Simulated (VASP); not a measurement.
VASP input:

INCAR:
```
! general
SYSTEM   =  GeS2
PREC     =  Accurate
ENCUT    =  400
LREAL    =  .FALSE.
LASPH    =  .TRUE.

! electronic loop
EDIFF    =  1E-7
NELM     =  100
ALGO     =  Normal
LMAXMIX  =  4

! smearing
ISMEAR   =  -5

! functional
GGA      =  PS

! ions
ISIF     =  2

! output
LWAVE    =  .FALSE.
LCHARG   =  .TRUE.
LORBIT   =  11
NEDOS    =  601

! other
LEFG     =  .TRUE.
```

**POSCAR**
```
GeS2
1
    5.9490185055    -0.0000000000     0.0000000000
    0.0000000000     5.9490185055     0.0000000000
    0.0000000000     0.0000000000     5.9490185055
Ge S
4 8
Direct
  0.0000000000   0.0000000000   0.0000000000
  0.5000000000   0.5000000000   0.0000000000
  0.0000000000   0.5000000000   0.5000000000
  0.5000000000   0.0000000000   0.5000000000
  0.3497823465   0.3497823465   0.3497823465
  0.8497823465   0.1502176535   0.6502176535
  0.6502176535   0.8497823465   0.1502176535
  0.1502176535   0.6502176535   0.8497823465
  0.6502176535   0.6502176535   0.6502176535
  0.1502176535   0.8497823465   0.3497823465
  0.3497823465   0.1502176535   0.8497823465
  0.8497823465   0.3497823465   0.1502176535
```

### KPOINTS
```
Automatic mesh
0
Gamma
 6 6 6
```

POTCAR, in this order: Ge_d S (PBE.64 set). Program: vasp_std.

Translate this PBEsol calculation to Ansatz.

One equivalent input (not run):
Ansatz 0.2 input:
```yaml
crystal:
  lattice:
    - [5.9490185, 0.0000000, 0.0000000]
    - [0.0000000, 5.9490185, 0.0000000]
    - [0.0000000, 0.0000000, 5.9490185]
  atoms:
    - { symbol: Ge, position: [0.0000000, 0.0000000, 0.0000000] }
    - { symbol: Ge, position: [0.5000000, 0.5000000, 0.0000000] }
    - { symbol: Ge, position: [0.0000000, 0.5000000, 0.5000000] }
    - { symbol: Ge, position: [0.5000000, 0.0000000, 0.5000000] }
    - { symbol: S, position: [0.3497823, 0.3497823, 0.3497823] }
    - { symbol: S, position: [0.8497823, 0.1502177, 0.6502177] }
    - { symbol: S, position: [0.6502177, 0.8497823, 0.1502177] }
    - { symbol: S, position: [0.1502177, 0.6502177, 0.8497823] }
    - { symbol: S, position: [0.6502177, 0.6502177, 0.6502177] }
    - { symbol: S, position: [0.1502177, 0.8497823, 0.3497823] }
    - { symbol: S, position: [0.3497823, 0.1502177, 0.8497823] }
    - { symbol: S, position: [0.8497823, 0.3497823, 0.1502177] }
kpoints:
  mp_grid: { grid: [6, 6, 6] }
hamiltonian:
  xc: pbesol
  pseudopotentials: { kind: paw }
scf:
  occupations: { method: tetrahedron }
  max_iter: 100
output: { forces: true, stress: true, eigenvalues: true }
```
Limits of the translation: each code has its own PAW files, so the cut-off isn't converted (ENCUT is set for VASP's; basis.ecutwfc is left out, and Ansatz then takes the one that its files recommend); Ansatz stops its SCF on the density residual and VASP on the energy change (EDIFF); the field gradients of LEFG aren't asked of the other code.

The structure was generated: GeS2 was put into the pyrite type (Pa-3), which need not be its known phase. It was relaxed first, which changed the volume by +20 %.
